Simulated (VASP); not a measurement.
Crystal: Br.

```
CELL_PARAMETERS angstrom
3.36325 -2.32255 0.00000
3.36325 2.32255 0.00000
0.00000 0.00000 8.70230
ATOMIC_POSITIONS crystal
Br 0.86510 0.13490 0.10990
Br 0.63490 0.36510 0.60990
Br 0.13490 0.86510 0.89010
Br 0.36510 0.63490 0.39010
```

- Program: VASP 6.6.1
- Task: relaxation of cell and atoms
- Functional: r2SCAN
- Potentials or basis: VASP PAW PBE potentials, release 64 (Br)
- Cutoff: 600 eV
- k mesh: 8 × 8 × 4
- Occupations: gaussian, width 0.03 eV
- Spin: no spin polarisation

At the start: pressure 0.7 GPa; volume 33.99 Å³/atom.

Q: How do energy, volume and symmetry change on relaxing?

A: Over 24 steps the energy falls by 17.5 meV/atom and the volume is 33.05 Å³/atom (-2.7 %); space group Cmce (No. 64, to 0.05 Å).

The path:
| step | energy change (eV) | largest force (eV/Å) | pressure (GPa) | volume (Å³) |
| --- | --- | --- | --- | --- |
| 1 | 0.0000 | 0.5820 | 0.67 | 135.95 |
| 2 | 0.0032 | 0.3783 | -1.44 | 138.76 |
| 3 | -0.0196 | 0.0956 | -0.40 | 137.26 |
| 4 | -0.0292 | 0.0872 | -0.34 | 136.08 |
| 5 | -0.0506 | 0.0685 | -0.05 | 132.57 |
| 6 | -0.0352 | 0.1626 | 1.14 | 125.56 |
| 7 | -0.0559 | 0.0869 | 0.22 | 130.52 |
| 8 | -0.0563 | 0.0917 | 0.33 | 129.81 |
| 9 | -0.0549 | 0.2489 | -0.39 | 130.32 |
| 10 | -0.0585 | 0.0882 | 0.01 | 130.03 |
| 11 | -0.0624 | 0.0692 | 0.03 | 130.24 |
| 12 | -0.0680 | 0.0187 | 0.12 | 130.70 |
| 13 | -0.0684 | 0.0029 | 0.16 | 130.85 |
| 14 | -0.0658 | 0.1666 | -0.44 | 132.63 |
| 15 | -0.0688 | 0.0433 | 0.00 | 131.32 |
| 16 | -0.0694 | 0.0209 | 0.01 | 131.74 |
| 17 | -0.0695 | 0.0273 | 0.01 | 132.02 |
| 18 | -0.0695 | 0.0358 | -0.13 | 132.47 |
| 19 | -0.0696 | 0.0274 | -0.07 | 132.29 |
| 20 | -0.0698 | 0.0205 | -0.05 | 132.26 |
| 21 | -0.0701 | 0.0254 | 0.02 | 132.18 |
| 22 | -0.0701 | 0.0288 | 0.03 | 132.16 |
| 23 | -0.0701 | 0.0023 | -0.04 | 132.24 |
| 24 | -0.0701 | 0.0083 | -0.02 | 132.22 |

Final structure:
```
Br
1.0
     3.55395   -2.12059    0.00000
     3.55395    2.12059    0.00000
     0.00000    0.00000    8.77177
Br
4
Direct
  0.86025 0.13975 0.11573
  0.63975 0.36025 0.61573
  0.13975 0.86025 0.88427
  0.36025 0.63975 0.38427
```

Caveat: the PAW data sets were made with another functional, which shifts forces and pressure a little.
